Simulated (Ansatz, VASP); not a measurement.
## Two plane-wave programs on Zn4SO3

```
Zn S O
1.0
     4.82078    0.00000    0.00000
     0.00000    4.82078    0.00000
     0.00000    0.00000    4.82078
Zn S O
4 1 3
Direct
  0.77061 0.77061 0.77061
  0.77061 0.22939 0.22939
  0.22939 0.77061 0.22939
  0.22939 0.22939 0.77061
  0.50000 0.50000 0.50000
  0.00000 0.00000 0.50000
  0.00000 0.50000 0.00000
  0.50000 0.00000 0.00000
```

Alike in both runs: functional PBE; k mesh 8 × 8 × 8; occupations gaussian, width 0.02 eV; no spin polarisation.

Ansatz relaxed the structure, and its values are those at the end. VASP's run is a single point on that final structure, the one shown.

```csv
,VASP,Ansatz
version,VASP 6.6.1,Ansatz 0.2.0
potentials or method,"VASP PAW PBE potentials, release 64 (Zn, S, O)","scalar-relativistic, plane waves, PAW"
plane-wave cutoff (eV),520,420
valence electrons in the cell,72,72
```

|  | VASP | Ansatz | Ansatz less VASP |
| --- | --- | --- | --- |
| gap on the k mesh at the Fermi level (eV) | 0.42 | 0.43 | +0.014 |
| least direct gap on the mesh (eV) | 0.42 | 0.43 | +0.014 |
| pressure (GPa) | 0.5 | 0.0 | -0.48 |
| rms of the force components (eV/Å) | 0.009 | 0.002 | -0.0073 |
